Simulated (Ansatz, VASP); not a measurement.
# WC in two plane-wave programs, part 2 of 2

Aim: how closely do two programs agree when they are given the same cell, functional and k mesh? The cell is taken from a series of runs on this material, whose earlier steps may have relaxed, scaled, displaced or heated it; both programs get it as it stands.

VASP 6.6.1 and Ansatz 0.2.0.

So far. Step 5 (VASP: single point, PBEsol, pair 2): The run ends at a pressure of -0.10 GPa, with forces up to 0.56 eV/Å.

## (6) Ansatz: single point, PBEsol, pair 2

Level of this step: Ansatz beside VASP: Kohn-Sham DFT, plane waves, PBEsol (Ansatz).

The same cell, functional, mesh and smearing now go to Ansatz, which takes its cutoff from its data sets.

The cell is taken from a series of runs on this material, whose earlier steps may have relaxed, scaled, displaced or heated it; both programs get it as it stands.

Input file input.yaml:

```yaml
crystal:
  lattice:
    - [0.0, -2.1727831059, -2.1727831059]
    - [0.0, 2.1727831059, -2.1727831059]
    - [4.3455662117, 0.0, 0.0]
  atoms:
    - { symbol: W, position: [0.5, 0.5, 0.5159824603] }
    - { symbol: W, position: [0.0, 0.0, -0.0159824603] }
    - { symbol: C, position: [0.5, 0.5, 0.0184095688] }
    - { symbol: C, position: [0.0, 0.0, 0.4815904312] }
kpoints:
  mp_grid: { grid: [14, 14, 10] }
hamiltonian:
  xc: pbesol
  pseudopotentials: { kind: paw, azcp: { folder: soft_1 }, xc_functional: pbe }
scf:
  occupations: { method: methfessel_paxton, width: 0.2 }
output:
  forces: true
  stress: true
  eigenvalues: true
```

Run with:

```
> ansatz run input.yaml --threads 4 --pin off --max-ram 10240MiB --backend cpu --events-out ev --progress --plain --runs-dir out
```

Numbers of over 12 decimals in the logs are rounded to 6 here.

Log:

```text
[...]
Crystal: 4 atoms, lattice volume = 41.031 Å³
Basis set: ecut = 420 eV, 799 PW (Γ), exchange–correlation on 48×48×60 points (8 copies of the dense FFT grid, shifted against one another)
Bands: 22, of which v1, the nominal top of the filled ones, is band 18 counted from 1 (17 counted from 0)
Symmetry: 16 space group operations
[...]
k-points: 216 of 1960
[...]
k-point 0: bands = [... 14 lower, 19.3141, 19.9242, 19.9242, 21.0293, 21.0293, 21.1153, 21.1192, 21.3768, ... 4 higher]
  k-point 1: bands = [... 14 lower, 19.2038, 19.6600, 19.8229, 19.8229, 21.1568, 21.2702, 21.2702, 22.8180, ... 4 higher]
  k-point 2: bands = [... 14 lower, 18.6725, 18.9025, 19.5937, 19.5937, 21.2663, 21.8310, 21.8310, 22.8895, ... 4 higher]
  k-point 215: bands = [... 14 lower, 16.3883, 16.3883, 21.6005, 21.6005, 23.9295, 23.9295, 24.5330, 24.5330, ... 4 higher]
[key lines of the parts left out:]
SCF converged after 7 iterations
Free energy (F): -21007.732023 eV
Fermi energy:    22.031147 eV
P = ⅓ Tr σ = -0.2110 GPa (-2.110 kbar)
```

The run ends at a pressure of -0.21 GPa, with forces up to 0.51 eV/Å.

## (7) Differences

What differs besides the data sets and the points named for the pairs above, as far as they apply: the data sets hold 36 valence electrons in Ansatz (on its PAW soft_1 files) and 20 in VASP. Total energies have different zeros and are not compared.

Both answers:

```
      quantity  Ansatz   VASP  difference
pressure (GPa)   -0.21  -0.10       -0.11
```

Forces (eV/Å; atoms numbered as in POSCAR):

```
atom        Ansatz x, y, z          VASP x, y, z
  W1   0.512, 0.000, 0.000   0.558, 0.000, 0.000
  W2  -0.512, 0.000, 0.000  -0.558, 0.000, 0.000
  C3  -0.208, 0.000, 0.000  -0.211, 0.000, 0.000
  C4   0.208, 0.000, 0.000   0.211, 0.000, 0.000
```

The forces differ by 19 meV/Å r.m.s., which is 7.7 % of the r.m.s. force of 0.244 eV/Å (both taken over all components).

## (8) What the set-up changes

Further runs change the set-up of one program: Ansatz's method, potentials or start, or VASP's data sets, cutoff or form of LDA. The table gives Ansatz less VASP for each quantity, since a change that brings one quantity closer may part another.

```
                               run  r.m.s. force difference (meV/Å)  pressure (GPa)
                          as above                               19           -0.11
VASP with the data sets W_sv and C                              2.6           -0.98
```

## (9) VASP: single point, PBEsol, pair 3

A single point gives forces, pressure and levels at one fixed geometry, so differences don't come from the geometry; what else differs is listed under the comparison.

Input file INCAR:

```
SYSTEM = WC
PREC = Accurate
ENCUT = 600
EDIFF = 1E-06
NELM = 120
ISMEAR = 1
SIGMA = 0.2
LREAL = .FALSE.
ALGO = Normal
GGA = PS
NBANDS = 16
LASPH = .TRUE.
LORBIT = 11
LWAVE = .FALSE.
LCHARG = .FALSE.
ISIF = 2
GGA_COMPAT = .FALSE.
KPAR = 2
```

Input file POSCAR:

```
WC
1.0
    0.0000000000     -2.1727831059     -2.1727831059
    0.0000000000      2.1727831059     -2.1727831059
    4.3455662117      0.0000000000      0.0000000000
W C
2 2
Direct
    0.5000000000      0.5000000000      0.5279693055
    1.0000000000      0.0000000000      0.9720306945
    0.5000000000      0.5000000000      0.0322167453
    1.0000000000      0.0000000000      0.4677832547
```

Input file KPOINTS:

```
Automatic mesh
0
Gamma
14 14 10
0 0 0
```

The projector-augmented-wave data sets are W and C (PBE family, release 64).

Run with:

```
> mpirun -np 2 vasp_std
```

Log:

```text
[... set-up lines as in an earlier step ...]
 entering main loop
       N       E                     dE             d eps       ncg     rms          rms(c)
DAV:   1     0.838892517741E+02    0.83889E+02   -0.10539E+04  6912   0.130E+03
DAV:   2    -0.447425960152E+02   -0.12863E+03   -0.12408E+03  8808   0.317E+02
DAV:   3    -0.526079668813E+02   -0.78654E+01   -0.76613E+01  9928   0.626E+01
DAV:   4    -0.527459948273E+02   -0.13803E+00   -0.13784E+00  7984   0.983E+00
[...]
DAV:  11    -0.461469449499E+02    0.11565E-03   -0.45012E-04  9192   0.131E-01    0.187E-02
DAV:  12    -0.461469437016E+02    0.12483E-05   -0.21201E-05  8568   0.400E-02    0.114E-02
DAV:  13    -0.461469427559E+02    0.94567E-06   -0.30060E-06  7112   0.100E-02
   1 F= -.46146943E+02 E0= -.46146508E+02  d E =-.130424E-02
```

Parts of OUTCAR (step 9):

```text
  Total        3.6217465     -1.8740341     -1.8740341      0.0000000      0.0000000      0.0000000
  in kB      141.4228268    -73.1777325    -73.1777325      0.0000000      0.0000000      0.0000000
  external PRESSURE =      -1.6442127 kB  Pullay stress =       0.0000000 kB

 POSITION                                       TOTAL-FORCE (eV/Angst)
 -----------------------------------------------------------------------------------
      2.29433      0.00000     -2.17278        -0.036915      0.000000     -0.000000
      4.22402      0.00000      0.00000         0.036915     -0.000000      0.000000
      0.14000      0.00000     -2.17278        -0.623577      0.000000     -0.000000
      2.03278      0.00000      0.00000         0.623577     -0.000000      0.000000
 -----------------------------------------------------------------------------------
    total drift:                               -0.000000      0.000000     -0.000000

  FREE ENERGIE OF THE ION-ELECTRON SYSTEM (eV)
  ---------------------------------------------------
  free  energy   TOTEN  =       -46.1469427559 eV

  energy  without entropy=      -46.1456385125  energy(sigma->0) =      -46.14650801

[... 2 parts as in an earlier step ...]

[... 1 further part left out ...]
[key lines of the parts left out:]
E-fermi :   9.6175
```

The run ends at a pressure of -0.16 GPa, with forces up to 0.62 eV/Å.

## (10) Ansatz: single point, PBEsol, pair 3

The same cell, functional, mesh and smearing now go to Ansatz, which takes its cutoff from its data sets.

The cell is taken from a series of runs on this material, whose earlier steps may have relaxed, scaled, displaced or heated it; both programs get it as it stands.

input.yaml, the sections that differ from step 6:

```yaml
crystal:
  lattice:
    - [0.0, -2.1727831059, -2.1727831059]
    - [0.0, 2.1727831059, -2.1727831059]
    - [4.3455662117, 0.0, 0.0]
  atoms:
    - { symbol: W, position: [0.5, 0.5, 0.5279693055] }
    - { symbol: W, position: [0.0, 0.0, -0.0279693055] }
    - { symbol: C, position: [0.5, 0.5, 0.0322167453] }
    - { symbol: C, position: [0.0, 0.0, 0.4677832547] }
# kpoints, hamiltonian, scf, output: as in step 6
```

Run with:

```
> ansatz run input.yaml --threads 4 --pin off --max-ram 10240MiB --backend cpu --events-out ev --progress --plain --runs-dir out
```

Log:

```text
[...]
Crystal: 4 atoms, lattice volume = 41.031 Å³
Basis set: ecut = 420 eV, 799 PW (Γ), exchange–correlation on 48×48×60 points (8 copies of the dense FFT grid, shifted against one another)
Bands: 22, of which v1, the nominal top of the filled ones, is band 18 counted from 1 (17 counted from 0)
Symmetry: 16 space group operations
[...]
k-points: 216 of 1960
[...]
k-point 0: bands = [... 14 lower, 19.3774, 20.2027, 20.2027, 20.9343, 20.9343, 21.0421, 21.1801, 21.7947, ... 4 higher]
  k-point 1: bands = [... 14 lower, 19.2706, 19.9077, 20.1021, 20.1021, 21.0763, 21.1421, 21.1421, 23.0214, ... 4 higher]
  k-point 2: bands = [... 14 lower, 18.4755, 18.9815, 19.8725, 19.8725, 21.1741, 21.6283, 21.6283, 22.9932, ... 4 higher]
  k-point 215: bands = [... 14 lower, 16.6873, 16.6873, 20.9563, 20.9563, 24.4935, 24.4935, 24.9815, 24.9815, ... 4 higher]
[key lines of the parts left out:]
SCF converged after 7 iterations
Free energy (F): -21007.709594 eV
Fermi energy:    21.886564 eV
P = ⅓ Tr σ = -0.1677 GPa (-1.677 kbar)
```

The run ends at a pressure of -0.17 GPa, with forces up to 0.62 eV/Å.

## (11) Comparison

What differs besides the data sets and the points named for the pairs above, as far as they apply: the data sets hold 36 valence electrons in Ansatz (on its PAW soft_1 files) and 20 in VASP. Total energies have different zeros and are not compared.

Both answers:

```
      quantity  Ansatz   VASP  difference
pressure (GPa)   -0.17  -0.16        0.00
```

Forces (eV/Å; atoms numbered as in POSCAR):

```
atom        Ansatz x, y, z          VASP x, y, z
  W1  -0.107, 0.000, 0.000  -0.037, 0.000, 0.000
  W2   0.107, 0.000, 0.000   0.037, 0.000, 0.000
  C3  -0.619, 0.000, 0.000  -0.624, 0.000, 0.000
  C4   0.619, 0.000, 0.000   0.624, 0.000, 0.000
```

The forces differ by 29 meV/Å r.m.s., which is 11.2 % of the r.m.s. force of 0.255 eV/Å (both taken over all components).

## (12) Outcome

* r.m.s. force difference (single point, PBEsol, pair 1): 4.4 % of the r.m.s. force
* r.m.s. force difference (single point, PBEsol, pair 2): 7.7 % of the r.m.s. force
* r.m.s. force difference (single point, PBEsol, pair 3): 11 % of the r.m.s. force

**Reading.** The r.m.s. force difference is 11 % of the r.m.s. force (single point, PBEsol, pair 3), beyond the 3 % picked in this series as the mark of a large difference. The data sets hold unlike numbers of valence electrons (36 in Ansatz and 20 in VASP), so part of the differences comes from the potentials. Single point, PBEsol, pair 2, VASP with the data sets W_sv and C: r.m.s. force difference goes from 19 to 2.6 meV/Å; the difference in pressure goes from -0.11 to -0.98 GPa. What causes the difference of the single point, PBEsol, pair 3 pair stays open here. 5 further runs of this series are not shown here. Such differences can come from data sets, numerical settings and the points named under the comparisons, not from the functional's error against experiment.

[Lines on the potential files, build, host, timing and source positions are cut from VASP's logs without a mark.]

[Logs are printed without paths, hosts, clocks, repeated set-up lines and the standing remarks that a program may print on its own settings, such as how far it seeks lower states.]

[Hosts, paths, dates, database ids (printed as entryN), source tags and the programs' standing remarks are cut or masked in the printed files.]
